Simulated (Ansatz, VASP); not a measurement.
# NaCaF3 in two plane-wave programs, part 2 of 2

Wanted: the spread between two codes on one cell, functional and k mesh. The cell is generated by rule, not measured, and may not be a known phase. The cell is taken from a series of runs on this material, whose earlier steps may have relaxed, scaled, displaced or heated it; both programs get it as it stands.

VASP 6.6.1 and Ansatz 0.2.0.

So far: The starting structure; VASP: zone-centre phonons, PBE with D3(BJ).

The structure was built from a prototype and need not be the compound's stable phase.

## 3. Ansatz: zone-centre phonons, PBE with D3(BJ)

Level of this step: Ansatz beside VASP: Kohn-Sham DFT, plane waves, PBE with D3(BJ) (Ansatz).

Ansatz runs on its default PAW (the set named soft_2) files.

The same cell, functional and mesh now go to Ansatz, which takes its cutoff from its data sets.

Contents of input.yaml:

```yaml
crystal:
  lattice:
    - [4.3977833632, 0.0, 0.0]
    - [0.0, 4.3977833632, 0.0]
    - [0.0, 0.0, 4.3977833632]
  atoms:
    - { symbol: Na, position: [0.0, 0.0, 0.0] }
    - { symbol: Ca, position: [0.5, 0.5, 0.5] }
    - { symbol: F, position: [0.0, 0.5, 0.5] }
    - { symbol: F, position: [0.5, 0.0, 0.5] }
    - { symbol: F, position: [0.5, 0.5, 0.0] }
kpoints:
  mp_grid: { grid: [6, 6, 6] }
hamiltonian:
  xc: pbe
  dispersion: d3bj
scf:
  occupations: { method: fixed }
output:
  eigenvalues: true
phonons:
  method: dfpt
  qmesh: [2, 2, 2]
  temperatures: { t_max: 1000, t_step: 50 }
  qpath:
    path:
      - [[0.0, 0.0, 0.0], [0.0, 0.5, 0.0], [0.5, 0.5, 0.0], [0.0, 0.0, 0.0], [0.5, 0.5, 0.5], [0.0, 0.5, 0.0]]
      - [[0.5, 0.5, 0.5], [0.5, 0.5, 0.0]]
    npoints: 10
  non_analytic_term:
    high_frequency_dielectric_tensor: [[1.9558, 0.0, 0.0], [0.0, 1.9558, 0.0], [0.0, 0.0, 1.9558]]
    born_effective_charges:
      - { species: Na, tensor: [[1.1707, 0.0, 0.0], [0.0, 1.1707, 0.0], [0.0, 0.0, 1.1707]] }
      - { species: Ca, tensor: [[2.2737, 0.0, 0.0], [0.0, 2.2737, 0.0], [0.0, 0.0, 2.2737]] }
      - { species: F, tensor: [[-1.7077, 0.0, 0.0], [0.0, -0.8683, 0.0], [0.0, 0.0, -0.8683]] }
      - { species: F, tensor: [[-0.8683, 0.0, 0.0], [0.0, -1.7077, 0.0], [0.0, 0.0, -0.8683]] }
      - { species: F, tensor: [[-0.8683, 0.0, 0.0], [0.0, -0.8683, 0.0], [0.0, 0.0, -1.7077]] }
    source: "zone-centre run at this cell"
```

Started as:

```bash
$ ansatz run input.yaml --threads 4 --pin off --max-ram 7168MiB --backend cpu --events-out ev --progress --plain --runs-dir out
```

Numbers of over 12 decimals in the logs are rounded to 6 here.

Output:

```text
Engine: ansatz 0.2.0, aarch64-unknown-linux-gnu
Pseudopotentials: kind: paw
Pseudopotential: Na, paw, valence charge 9, recommended cutoff 420 eV (normal), Na.paw.azcp
Pseudopotential: Ca, paw, valence charge 10, recommended cutoff 420 eV (normal), Ca.paw.azcp
Pseudopotential: F, paw, valence charge 7, recommended cutoff 420 eV (normal), F.paw.azcp
Functional definition: PBE
  parameter kappa = 0.804
  parameter beta = 0.066725
  exchange = pbe_x(kappa = kappa, mu = beta*pi^2/3)
  correlation = pbe_c(beta = beta)
Crystal: 5 atoms, lattice volume = 85.055 Å³
Basis set: ecut = 420 eV, 1743 PW (Γ), exchange–correlation on 60×60×60 points (8 copies of the dense FFT grid, shifted against one another)
Bands: 25, of which v1, the nominal top of the filled ones, is band 20 counted from 1 (19 counted from 0)
Symmetry: 48 space group operations
k-points: 20 of 216
Non-local potential: Na, projectors of the file, l = 0: 3, l = 1: 2, l = 2: 1
Non-local potential: Ca, projectors of the file, l = 0: 3, l = 1: 2, l = 2: 2
Non-local potential: F, projectors of the file, l = 0: 2, l = 1: 2, l = 2: 1
PAW form: soft (Blöchl's): semilocal exchange-correlation on the pseudo side does not see the compensation charge
PAW one-centre angular grid: Na, 110 points (default); XC on 64 Gauss nodes
PAW one-centre angular grid: Ca, 110 points (default); XC on 64 Gauss nodes
PAW one-centre angular grid: F, 110 points (default); XC on 64 Gauss nodes
Initial density: superposition of atomic densities (neutral atoms: chi_scale 0, normalization atom), corrected by the library's trained network
Initial wavefunctions: pseudopotential atomic-orbital guess
Functional: x = pbe(κ = 0.804, μ = 0.219515), c = pbe(β = 0.066725)
SCF iter   1: F=—  HF=-5736.962914 eV  |F-HF|=—  |Δ(HF+E_count)|=         —  Δρ=6.18e-4  dr2=2.08e-4  ethr=1.77e-3  ⟨swp⟩=4.8  Hψ=2198  notcnv=0  defer=47
preconditioner: auto → Resta (q_TF=auto, 2.406 Å⁻¹)  ε∞=2.6  [insulator: Δε(μ)=5.061 eV  Ē_g=19.089 eV  n_scr=18 (ndim 8)  ℏωp=24.2 eV  f_vac=0.245  ε∞_Penn≈2.6]
SCF iter   2: F=—  HF=-5736.963163 eV  |F-HF|=—  |Δ(HF+E_count)|=   2.49e-4  Δρ=3.15e-4  dr2=6.87e-5  ethr=5.19e-7  ⟨swp⟩=2.4  Hψ=1116  notcnv=0  defer=59
SCF iter   3: F=—  HF=-5736.963336 eV  |F-HF|=—  |Δ(HF+E_count)|=   1.72e-4  Δρ=2.14e-4  dr2=3.06e-5  ethr=1.72e-7  ⟨swp⟩=2.0  Hψ=888  notcnv=0  defer=53
SCF iter   4: F=—  HF=-5736.963345 eV  |F-HF|=—  |Δ(HF+E_count)|=   9.46e-6  Δρ=3.97e-5  dr2=1.69e-6  ethr=7.65e-8  ⟨swp⟩=2.0  Hψ=690  notcnv=0  defer=31
SCF iter   5: F=—  HF=-5736.963345 eV  |F-HF|=—  |Δ(HF+E_count)|=   1.08e-8  Δρ=1.29e-5  dr2=1.22e-7  ethr=4.22e-9  ⟨swp⟩=2.4  Hψ=733  notcnv=0  defer=20
SCF iter   6: F=—  HF=-5736.963345 eV  |F-HF|=—  |Δ(HF+E_count)|=   3.31e-7  Δρ=2.69e-6  dr2=1.02e-8  ethr=3.05e-10  ⟨swp⟩=2.1  Hψ=676  notcnv=0  defer=20
SCF iter   7: F=—  HF=-5736.963345 eV  |F-HF|=—  |Δ(HF+E_count)|=   7.50e-9  Δρ=4.99e-7  dr2=2.06e-10  ethr=2.56e-11  ⟨swp⟩=2.6  Hψ=879  notcnv=0  defer=20
SCF iter   8: F=-5736.963345 eV  HF=-5736.963345 eV  |F-HF|=9.09e-13  |Δ(HF+E_count)|=  3.50e-10  Δρ=1.06e-7  dr2=6.22e-12  ethr=1.00e-12  ⟨swp⟩=9.9  Hψ=3447  notcnv=0
SCF 1 converged in 8 iterations: F = -5736.963345 eV  dr2 = 6.22e-12
  greatest PAW one-centre occupation: 0.999 electrons in one spin orbital (limit 2), on the Na atom at site 0 (counted from 0), in its partial waves of l = 0
NSCF: frozen V_eff on 20 k-points
NSCF: frozen V_eff on 64 k-points
DFPT response loops at q = (0, 0, 0) (fractional): preconditioner auto → none (the input reference at scf.mixing.eps_inf says where Resta's filter doesn't serve); β = 0.50; Broyden in place of MSR1
NSCF: frozen V_eff on 128 k-points
DFPT response loops at q = (0, 0, -0.5) (fractional): mixed as the last ones told, above
NSCF: frozen V_eff on 128 k-points
DFPT response loops at q = (0, -0.5, -0.5) (fractional): mixed as the last ones told, above
NSCF: frozen V_eff on 128 k-points
DFPT response loops at q = (-0.5, -0.5, -0.5) (fractional): mixed as the last ones told, above
SCF converged after 8 iterations
Free energy (F): -5736.963345 eV
Harris-Foulkes:  -5736.963345 eV  (|F-HF|=9.09e-13)
Internal energy: -5736.963345 eV  (E = F + TS)
E sigma→0 (E₀):  -5736.963345 eV
Fermi energy:    0.415841 eV
--- Per-component energies (eV) ---
  E_band       = -506.116180
  E_kinetic    = 1022.220221
  E_local      = -4004.976809  (includes V_loc(G=0)·N_el)
  E_nonlocal   = 398.549848
  E_hartree    = 1456.337905
  E_xc         = -418.493072
  E_vxc        = -531.754181  (∫ρ·V_xc dr)
  E_paw        = -1723.245064  (= ΣΔE_a)
  E_vpaw       = -302.837096  (= ΣTr[D̂ρ^β])
  E_aug_tail   = 0.005964  (compensation charges beyond the density's cutoff)
  E_ewald      = -2466.737043
  E_disp       = -0.625295  (pairwise vdW)
  E_smearing   = -0.000000  (= −TS)
  E_closure    = 0.000000  (closes the sum)
  Σ components = -5736.963345   (vs F -5736.963345, Δ=0.00e0)
--- Band table (eV; the first three rows and the last of 20) ---
  k-point 0: bands = [... 16 lower, 0.0104, 0.2549, 0.2549, 0.2549, 5.4838, 9.8434, 9.8434, 9.8434, ... 1 higher]
  k-point 1: bands = [... 16 lower, -0.0185, -0.0162, 0.2359, 0.2359, 5.8187, 9.8764, 9.9494, 9.9494, ... 1 higher]
  k-point 2: bands = [... 16 lower, -0.1566, -0.0698, 0.2123, 0.2123, 6.6790, 9.5100, 9.9447, 10.1485, ... 1 higher]
  k-point 19: bands = [... 16 lower, -0.9526, 0.4158, 0.4158, 0.4158, 8.8297, 10.3561, 10.3561, 10.3561, ... 1 higher]
--- Phonons (Γ-DFPT): 4 representative perturbations + reference (Σ response iterations 15) ---
  ASR residual: 3.758e-3 → 0.000e0 eV/Å²; symmetrization residual: 5.403e-6 eV/Å²
  pairwise dispersion correction: d3bj (s6 = 1.0, s8 = 0.7875, a1 = 0.4289, a2_bohr = 4.4407), with the weights of each atom's references fixed at the reference crystal's, and the forces and stress that the weights' published response gives there kept as a pressure on the atom's counted neighbours (hamiltonian.dispersion)
  ASR residual per site (eV/Å²): 1.36e-3 1.91e-3 3.76e-3 3.76e-3 3.76e-3
  Γ frequencies (cm⁻¹): -124.58 -124.58 -124.58 -67.91 -67.91 -67.91 0.00 0.00 0.00 182.66 182.66 182.66 448.30 448.30 448.30
--- Phonons (arbitrary-q DFPT): 4 irreducible q on the 2×2×2 mesh ---
  q = [0.0000, 0.0000, 0.0000] (star 1, of the zone-centre solve; hermiticity 1.02e-6, symmetrization 3.58e-13): -124.58 -124.58 -124.58 -67.91 -67.91 -67.91 -0.00 -0.00 -0.00 182.66 182.66 182.66 448.30 448.30 448.30
  q = [0.0000, 0.0000, -0.5000] (star 3, 9 solved perturbations in 504 linear systems a pass and spin channel, the states on 64 of 216 k-point pairs; hermiticity 3.75e-7, symmetrization 3.26e-13): -111.88 -111.88 -65.58 -65.58 -35.03 103.31 103.31 113.70 137.45 144.92 144.92 350.63 447.70 447.70 472.00
  q = [0.0000, -0.5000, -0.5000] (star 3, 9 solved perturbations in 504 linear systems a pass and spin channel, the states on 64 of 216 k-point pairs; hermiticity 7.85e-7, symmetrization 1.69e-13): -136.87 -123.50 -123.50 -75.48 55.29 55.29 125.92 137.52 137.52 193.24 332.59 332.59 404.66 447.13 489.00
  q = [-0.5000, -0.5000, -0.5000] (star 1, 4 solved perturbations in 184 linear systems a pass and spin channel, the states on 64 of 216 k-point pairs; hermiticity 3.14e-7, symmetrization 1.67e-12): -137.52 -137.52 -137.52 -115.45 -115.45 -115.45 210.88 210.88 210.88 309.88 309.88 309.88 404.41 404.41 505.36
  sum rule: each row above includes the acoustic sum rule's correction from the zone centre's row sums; it moved no ω² by more than (7.33 cm⁻¹)²
  mesh force constants: q→R imaginary residual 6.29e-18; ASR residual 3.758e-3 → 0.000e0 eV/Å²; symmetrization residual 2.665e-14 eV/Å²
  interpolated dispersion: 63 rows × 15 modes
  density of states and harmonic sums: on the 14×14×14 q-mesh, interpolated from the force constants of a 2×2×2 supercell (with the dipole–dipole term of supplied tensors)
  largest difference from the sums on the solved wave vectors: F 1.29e-2 eV, S 1.22e-5 and C_V 1.60e-5 eV/K
  zero-point energy: 0.159678 eV/cell   skipped modes (ω ≤ 0): 632, of them read as no rigid motion or as one in doubt: 629 (5.240e0 modes/cell left out, lowest -137.52 cm⁻¹)   left out of the sums: 3.49e-1 of the cell's modes: C_V's classical limit lies that fraction below 3 k_B per atom; for a crystal, a wire or a layer, F and S can be off by more, and a phonons.interpolated_qmesh denser along its periods is the remedy for the sampling
```

The column dr2 measures how far the density is from self-consistency, as an energy; F and HF (Harris–Foulkes) agree once it is small.

## 4. Side by side

Known differences besides the potentials themselves: fixed occupations in Ansatz, narrow Gaussian smearing in VASP; VASP's run holds the zone centre alone; the data sets hold 40 valence electrons in Ansatz (on its default PAW (the set named soft_2) files) and 38 in VASP; the cutoff is 420 eV in Ansatz and 600 eV in VASP; Ansatz takes the dispersion share of the force constants at frozen C6 weights, VASP differentiates the full forces; VASP uses finite displacements, Ansatz perturbation theory. Total energies have different zeros and are not compared.

Both answers:

```
                                                   quantity  Ansatz    VASP  difference
optical mode 1 to 3 (imaginary, printed as negative) (cm⁻¹)  -124.6  -123.8        -0.8
optical mode 4 to 6 (imaginary, printed as negative) (cm⁻¹)   -67.9   -75.8        +7.9
                                 optical mode 7 to 9 (cm⁻¹)   182.7   180.5     +1.17 %
                               optical mode 10 to 12 (cm⁻¹)   448.3   459.7     -2.48 %
```

Modes are paired by rising frequency, not by their patterns, so a pair may set unlike modes beside each other; they are those without the splitting of longitudinal modes.

## 5. Results

- r.m.s. difference of the optical zone-centre modes, each program's sorted by frequency (zone-centre phonons, PBE with D3(BJ)): 7.0 cm⁻¹
- difference in optical mode 10 to 12 (zone-centre phonons, PBE with D3(BJ)): -2.5 %

The r.m.s. difference of the optical zone-centre modes, each program's sorted by frequency is 7.0 cm⁻¹ (zone-centre phonons, PBE with D3(BJ)). The data sets hold unlike numbers of valence electrons (40 in Ansatz and 38 in VASP), so part of the differences comes from the potentials. Among the rows given in per cent, the largest difference of the zone-centre phonons, PBE with D3(BJ) pair is in optical mode 10 to 12, -2.5 %. How closely two codes agree says nothing of how well the functional describes the real material.

[Lines on the potential files, build, host, timing and source positions are cut from VASP's logs without a mark.]

[Logs are printed without paths, hosts, clocks, repeated set-up lines and the standing remarks that a program may print on its own settings, such as how far it seeks lower states.]

[Hosts, paths, dates, database ids (printed as entryN), source tags and the programs' standing remarks are cut or masked in the printed files.]
